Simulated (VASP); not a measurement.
# ClSiBrH2 in VASP: settings compared

Aim: see how the results for ClSiBrH2 move with the level of theory and the settings. Levels: PBE, B3LYP+D4, SCAN+D4, PBE+TS, SCAN, RPBE+D3(BJ). Tasks: electron localisation function, single point, relaxation of the atoms.

Everything below comes from runs of VASP 6.6.1. Logs are shortened: lines on timing, memory, paths and dates and some standing lists are left out, and cuts for length are marked.

### Step 1. The molecule as given

The cell holds a molecule in a box, 5 atoms: a = 12.000 Å, b = 12.000 Å, c = 12.000 Å, α = 90.00°, β = 90.00°, γ = 90.00°.

### Step 2. Electron localisation function, PBE

File INCAR:

```
SYSTEM = SiH2BrCl
PREC = Accurate
ENCUT = 520
EDIFF = 1E-6
ISMEAR = 0
SIGMA = 0.01
LREAL = .False.
LASPH = .True.
NELM = 60
ALGO = Normal
ISIF = 2
LWAVE = .False.
LCHARG = .True.
GGA = PE
LELF = .True.
```

File KPOINTS:

```
Automatic mesh
0
Gamma
  1 1 1
  0 0 0
```

File POSCAR:

```
SiH2BrCl
1.0
   12.0000000000      0.0000000000      0.0000000000
    0.0000000000     12.0000000000      0.0000000000
    0.0000000000      0.0000000000     12.0000000000
Cl Si Br H
1 1 1 2
Direct
    0.4081708300      0.4570166700      0.6258791700
    0.4962458300      0.4952750000      0.4855041700
    0.4010541700      0.6117250000      0.3797875000
    0.5151708300      0.3917750000      0.4218291700
    0.6011125000      0.5501583300      0.5189125000
```

Potentials or basis: VASP PAW PBE potentials, release 64 (Cl, Si, Br, H).

Launch:

```console
$ cat potpaw_PBE.64/Cl/POTCAR potpaw_PBE.64/Si/POTCAR potpaw_PBE.64/Br/POTCAR potpaw_PBE.64/H/POTCAR > POTCAR
$ mpirun -np 1 vasp_gam > vasp.out
```

OUTCAR:

```text
SYSTEM = SiH2BrCl
   PREC = Accurate
   ENCUT = 520
   EDIFF = 1E-6
   ISMEAR = 0
   LREAL = .False.
   LASPH = .True.
   NELM = 60
   ISIF = 2
   GGA = PE

 ion  position               nearest neighbor table
   1  0.408  0.457  0.626-   2 2.04
   2  0.496  0.495  0.486-   4 1.48   5 1.48   1 2.04   3 2.21
   3  0.401  0.612  0.380-   2 2.21
   4  0.515  0.392  0.422-   2 1.48
   5  0.601  0.550  0.519-   2 1.48

  LATTYP: Found a simple cubic cell.
 ALAT       =    12.0000000000

  Lattice vectors:

 A1 = (  12.0000000000,   0.0000000000,   0.0000000000)
 A2 = (   0.0000000000,  12.0000000000,   0.0000000000)
 A3 = (   0.0000000000,   0.0000000000,  12.0000000000)

Analysis of symmetry for initial positions (statically):
=====================================================================
 Subroutine PRICEL returns:
 Original cell was already a primitive cell.

 Routine SETGRP: Setting up the symmetry group for a
 simple cubic supercell.

 Subroutine GETGRP returns: Found  1 space group operations
 (whereof  1 operations were pure point group operations)
 out of a pool of 48 trial point group operations.

The static configuration has the point symmetry C_1 .

Analysis of symmetry for dynamics (positions and initial velocities):
=====================================================================
 Subroutine PRICEL returns:
 Original cell was already a primitive cell.

 Routine SETGRP: Setting up the symmetry group for a
 simple cubic supercell.

 Subroutine GETGRP returns: Found  1 space group operations
 (whereof  1 operations were pure point group operations)
 out of a pool of 48 trial point group operations.

The dynamic configuration has the point symmetry C_1 .

 Subroutine INISYM returns: Found  1 space group operations
 (whereof  1 operations are pure point group operations),
 and found     1 'primitive' translations

----------------------------------------------------------------------------------------

                                     Primitive cell

  volume of cell :    1728.0000

  direct lattice vectors                    reciprocal lattice vectors
    12.000000000  0.000000000  0.000000000     0.083333333  0.000000000  0.000000000
     0.000000000 12.000000000  0.000000000     0.000000000  0.083333333  0.000000000
     0.000000000  0.000000000 12.000000000     0.000000000  0.000000000  0.083333333

  length of vectors
    12.000000000 12.000000000 12.000000000     0.083333333  0.083333333  0.083333333

  position of ions in fractional coordinates (direct lattice)
     0.408170830  0.457016670  0.625879170
     0.496245830  0.495275000  0.485504170
     0.401054170  0.611725000  0.379787500
     0.515170830  0.391775000  0.421829170
     0.601112500  0.550158330  0.518912500

  ion indices of the primitive-cell ions
   primitive index   ion index
                 1           1
                 2           2
                 3           3
                 4           4
                 5           5

----------------------------------------------------------------------------------------

 KPOINTS: Automatic mesh

Automatic generation of k-mesh.
 Grid dimensions read from file:
 generate k-points for:    1    1    1

 Generating k-lattice:

  Cartesian coordinates                     Fractional coordinates (reciprocal lattice)
     0.083333333  0.000000000  0.000000000     1.000000000  0.000000000  0.000000000
     0.000000000  0.083333333  0.000000000     0.000000000  1.000000000  0.000000000
     0.000000000  0.000000000  0.083333333     0.000000000  0.000000000  1.000000000

  Length of vectors
     0.083333333  0.083333333  0.083333333

  Shift w.r.t. Gamma in fractional coordinates (k-lattice)
     0.000000000  0.000000000  0.000000000

 Subroutine IBZKPT returns following result:
 ===========================================

 Found      1 irreducible k-points:

 Following reciprocal coordinates:
            Coordinates               Weight
  0.000000  0.000000  0.000000      1.000000
   k-points           NKPTS =      1   k-points in BZ     NKDIM =      1   number of bands    NBANDS=     14
   number of dos      NEDOS =    301   number of ions     NIONS =      5
   total plane-waves  NPLWV = 729000
   dimension x,y,z NGX =    90 NGY =   90 NGZ =   90
   dimension x,y,z NGXF=   180 NGYF=  180 NGZF=  180
   ions per type =               1   1   1   2
   NGX,Y,Z   is equivalent  to a cutoff of  12.47, 12.47, 12.47 a.u.
   NGXF,Y,Z  is equivalent  to a cutoff of  24.94, 24.94, 24.94 a.u.
 SYSTEM =  SiH2BrCl
   PREC   = accura    normal or accurate (medium, high low for compatibility)
   ISTART =      0    job   : 0-new  1-cont  2-samecut
   ICHARG =      2    charge: 1-file 2-atom 10-const
   ISPIN  =      1    spin polarized calculation?
   LNONCOLLINEAR =      F non collinear calculations
   LSORBIT =      F    spin-orbit coupling
   LASPH  =      T    aspherical Exc in radial PAW
   ENCUT  =  520.0 eV  38.22 Ry    6.18 a.u.  22.31 22.31 22.31*2*pi/ulx,y,z
   NELM   =     60;   NELMIN=  2; NELMDL= -5     # of ELM steps
   EDIFF  = 0.1E-05   stopping-criterion for ELM
   LREAL  =      F    real-space projection
   EDIFFG = 0.1E-04   stopping-criterion for IOM
   NSW    =      0    number of steps for IOM
   IBRION =     -1    ionic relax: 0-MD 1-quasi-New 2-CG
   NFREE  =      0    steps in history (QN), initial steepest desc. (CG)
   ISIF   =      2    stress and relaxation
   ISYM   =      2    0-nonsym 1-usesym 2-fastsym
   POTIM  = 0.5000    time-step for ionic-motion
   TEBEG  =    0.0;   TEEND  =   0.0 temperature during run
   PSTRESS=    0.0 pullay stress
   NELECT =      20.0000    total number of electrons
   NUPDOWN=      -1.0000    fix difference up-down
   EMIN   =  10.00;   EMAX   =-10.00  energy-range for DOS
   EFERMI =   0.00;   METHOD = LEGACY
   ISMEAR =     0;   SIGMA  =   0.01  broadening in eV -4-tet -1-fermi 0-gaus
   EFERMI_NEDOS =   21; number of points for ismear=-14 and -15
   IALGO  =     38    algorithm
   IMIX   =      4    mixing-type and parameters
     AMIX     =   0.40;   BMIX     =  1.00
     AMIX_MAG =   1.60;   BMIX_MAG =  1.00
  volume/ion in A,a.u.               =     345.60      2332.22
  Fermi-wavevector in a.u.,A,eV,Ry     =   0.370314  0.699792  1.865801  0.137133
  Thomas-Fermi vector in A             =   1.297595
   LORBIT       =      0    0 simple, 1 ext, 2 COOP (PROOUT), +10 PAW based schemes
   GGA     = PE    functional components
   LHFCALC =     F    Hartree Fock is set to
   AEXX    =    0.0000 exact exchange contribution
   IVDW    =     0    specifies the selected vdW correction
   LEPSILON=     F    determine dielectric tensor
   LRPA    =     F    only Hartree local field effects (RPA)
 non-spin polarized calculation
 Gauss-broadening in eV      SIGMA  =   0.01
  energy-cutoff  :      520.00
  volume of cell :     1728.00
 maximum number of plane-waves:     23293
 NGX is ok and might be reduce to    90
   NGX = 45   NGY = 45   NGZ = 45

 number of electron      20.0000000 magnetization

 Free energy of the ion-electron system (eV)
  ---------------------------------------------------
  ext. energy  EPLUGINS =         0.00000000
  ---------------------------------------------------
  free energy    TOTEN  =       -18.26683976 eV

  energy without entropy =      -18.26683976  energy(sigma->0) =      -18.26683976

 E-fermi :  -6.9858     XC(G=0):  -0.8837

 val. band max:       -7.0420645213   @ k =   0.0000   0.0000   0.0000
 cond. band min:      -1.0857212456   @ k =   0.0000   0.0000   0.0000
 fundamental gap:      5.9563432757
 Fermi energy:        -6.9857703259

 k-point     1 :       0.0000    0.0000    0.0000
  band No.  band energies     occupation
      1     -20.8403      2.00000
      2     -19.9497      2.00000
      3     -13.3262      2.00000
      4      -9.8060      2.00000
      5      -9.5607      2.00000
      6      -9.4410      2.00000
      7      -7.8686      2.00000
      8      -7.7276      2.00000
      9      -7.2007      2.00000
     10      -7.0421      2.00000
     11      -1.0857      0.00000
     12      -0.7042      0.00000
     13      -0.3929      0.00000
     14       0.2848      0.00000

------------------------ aborting loop because EDIFF is reached ----------------------------------------

  FORCE on cell =-STRESS in cart. coord.  units (eV):
  Direction    XX          YY          ZZ          XY          YZ          ZX
  --------------------------------------------------------------------------------------
  -------------------------------------------------------------------------------------
  Total        0.3703356      0.3966986      0.5511224     -0.0538865     -0.1698016     -0.0104244
  in kB        0.3433699      0.3678133      0.5109929     -0.0499628     -0.1574376     -0.0096653
  external PRESSURE =       0.4073921 kB  Pullay stress =       0.0000000 kB

 VOLUME and BASIS-vectors are now :
 -----------------------------------------------------------------------------
  energy-cutoff  :      520.00
  volume of cell :     1728.00
      direct lattice vectors                 reciprocal lattice vectors
    12.000000000  0.000000000  0.000000000     0.083333333  0.000000000  0.000000000
     0.000000000 12.000000000  0.000000000     0.000000000  0.083333333  0.000000000
     0.000000000  0.000000000 12.000000000     0.000000000  0.000000000  0.083333333

 POSITION                                       TOTAL-FORCE (eV/Angst)
 -----------------------------------------------------------------------------------
      4.89805      5.48420      7.51055        -0.109739     -0.062054      0.198308
      5.95495      5.94330      5.82605         0.066328     -0.021817     -0.022554
      4.81265      7.34070      4.55745        -0.111793      0.148494     -0.142727
      6.18205      4.70130      5.06195         0.025935     -0.127574     -0.074981
      7.21335      6.60190      6.22695         0.129269      0.062951      0.041954
 -----------------------------------------------------------------------------------
    total drift:                                0.000237      0.000256      0.000055

  FREE ENERGIE OF THE ION-ELECTRON SYSTEM (eV)
  ---------------------------------------------------
  free  energy   TOTEN  =       -18.2668397645 eV

  energy  without entropy=      -18.2668397645  energy(sigma->0) =      -18.26683976
```

Run time: 2.8 min. Hardware: 1 thread of Intel Xeon Platinum 8375C at 2.90GHz (Ice Lake), shared host; peak memory 1.3 GiB.

Results:

```yaml
Free_energy: -18.2668 eV
Largest_force: 0.235 eV/Å
Gap_between_the_frontier_levels: 5.96 eV
```

Forces on the atoms (eV/Å):
```
Cl  -0.110 -0.062  0.198
Si   0.066 -0.022 -0.023
Br  -0.112  0.148 -0.143
H    0.026 -0.128 -0.075
H    0.129  0.063  0.042
```

Levels at points of the mesh, in eV from the valence-band top:
```tsv
k point	band 6	band 7	band 8	band 9	band 10	band 11	band 12	band 13	band 14
(0.00, 0.00, 0.00)	-2.40	-0.83	-0.69	-0.16	0.00	5.96	6.34	6.65	7.33
```

A hybrid or GW would open this gap; PBE tends to underestimate it.

### Step 3. Single point, B3LYP+D4

POSCAR is that of step 2.

File INCAR.step1:

```
SYSTEM = SiH2BrCl
  ALGO = Normal
  EDIFF = 1E-5
  ENCUT = 520
  GGA = PE
  ISIF = 2
  ISMEAR = 0
  LASPH = .TRUE.
  LREAL = .FALSE.
  LWAVE = .TRUE.
  NBANDS = 18
  NELM = 60
  PREC = Accurate
  SIGMA = 0.01
```

File INCAR.step2:

```
SYSTEM = SiH2BrCl
  AEXX = 0.2
  AGGAC = 0.81
  AGGAX = 0.72
  ALDAC = 0.19
  ALGO = Normal
  EDIFF = 1E-6
  ENCUT = 520
  GGA = B3
  HFRCUT = -1
  ISIF = 2
  ISMEAR = 0
  ISTART = 1
  IVDW = 13
  LASPH = .TRUE.
  LCHARG = .TRUE.
  LELF = .TRUE.
  LHFCALC = .TRUE.
  LREAL = .FALSE.
  LVACPOTAV = .TRUE.
  LVHAR = .TRUE.
  LWAVE = .FALSE.
  NBANDS = 18
  NELM = 60
  PREC = Accurate
  PRECFOCK = Fast
  SIGMA = 0.01
```

File KPOINTS:

```
k-points
0
G
  1 1 1
  0 0 0
```

Potentials or basis: VASP PAW PBE potentials, release 64 (Cl, Si, Br, H).

Launch:

```console
$ cat potpaw_PBE.64/Cl/POTCAR potpaw_PBE.64/Si/POTCAR potpaw_PBE.64/Br/POTCAR potpaw_PBE.64/H/POTCAR > POTCAR
$ cp INCAR.step1 INCAR
$ mpirun -np 1 vasp_gam > vasp.out
$ cp INCAR.step2 INCAR
$ mpirun -np 1 vasp_gam > vasp.out
```

It took 7.1 min on 1 thread of Intel Xeon Platinum 8375C at 2.90GHz (Ice Lake), shared host; peak memory 1.4 GiB.

The run converged. Its results:

| Item | Value |
| --- | --- |
| Free energy | -22.0173 eV |
| Largest force | 0.340 eV/Å |
| Gap between the frontier levels | 7.60 eV |
| Dispersion energy per atom | -0.044 eV |

Forces on the atoms (eV/Å):
```
Cl  -0.078 -0.033  0.126
Si   0.307 -0.135 -0.052
Br  -0.100  0.120 -0.109
H   -0.015  0.119  0.071
H   -0.114 -0.070 -0.036
```

Levels at points of the mesh, in eV from the valence-band top:
| k point | band 7 | band 8 | band 9 | band 10 | band 11 | band 12 | band 13 | band 14 |
| --- | --- | --- | --- | --- | --- | --- | --- | --- |
| (0.00, 0.00, 0.00) | -0.88 | -0.77 | -0.13 | 0.00 | 7.60 | 7.95 | 7.99 | 8.72 |

Caveat: the PAW data sets were made with another functional, which shifts forces and pressure a little.

### Step 4. Relaxation of the atoms, SCAN+D4

File INCAR:

```
SYSTEM = SiH2BrCl
  PREC = Accurate
  ENCUT = 520
  EDIFF = 1E-6
  ISMEAR = 0
  SIGMA = 0.01
  LREAL = .False.
  LASPH = .True.
  NELM = 60
  ALGO = Normal
  ISIF = 2
  LWAVE = .False.
  LCHARG = .False.
  METAGGA = SCAN
  LMIXTAU = .True.
  IVDW = 13
  IBRION = 2
  NSW = 40
  EDIFFG = -0.02
```

File KPOINTS:

```
Automatic mesh
0
Gamma
  1 1 1
  0 0 0
```

POSCAR is that of step 3.

Launch:

```console
$ cat potpaw_PBE.64/Cl/POTCAR potpaw_PBE.64/Si/POTCAR potpaw_PBE.64/Br/POTCAR potpaw_PBE.64/H/POTCAR > POTCAR
$ mpirun -np 1 vasp_gam > vasp.out
```

Run time: 20 min. Hardware: 1 thread of Intel Xeon Platinum 8375C at 2.90GHz (Ice Lake), shared host; peak memory 1.7 GiB.

It converged, with:

```yaml
Free_energy: -46.9708 eV
Energy_gained_by_relaxing: 0.2 meV/atom
Ionic_steps: 5
Largest_force_after_relaxing: 0.006 eV/Å
Gap_between_the_frontier_levels: 6.71 eV
Dispersion_energy_per_atom: -0.003 eV
```

Forces on the atoms (eV/Å):
```
Cl   0.003  0.003  0.005
Si   0.000  0.002 -0.004
Br  -0.002 -0.001  0.000
H   -0.001  0.000  0.001
H   -0.001 -0.003 -0.002
```

The path:
| step | energy change (eV) | largest force (eV/Å) | pressure (GPa) |
| --- | --- | --- | --- |
| 1 | 0.0000 | 0.1150 | -0.03 |
| 2 | -0.0012 | 0.0367 | -0.01 |
| 3 | -0.0012 | 0.0409 | -0.01 |
| 4 | -0.0012 | 0.0249 | 0.00 |
| 5 | -0.0012 | 0.0064 | 0.00 |

Final structure:
```
CELL_PARAMETERS angstrom
12.00000 0.00000 0.00000
0.00000 12.00000 0.00000
0.00000 0.00000 12.00000
ATOMIC_POSITIONS crystal
Cl 0.40846 0.45716 0.62550
Si 0.49626 0.49526 0.48550
Br 0.40126 0.61144 0.38004
H 0.51508 0.39217 0.42208
H 0.60069 0.54993 0.51878
```

Levels at points of the mesh, in eV from the valence-band top:
```csv
k point,band 8,band 9,band 10,band 11,band 12,band 13
"(0.00, 0.00, 0.00)",-0.72,-0.16,0.00,6.71,7.09,7.49
```

Caveat: the PAW data sets were made with another functional, which shifts forces and pressure a little.

(Part 1 of 2 ends here.)
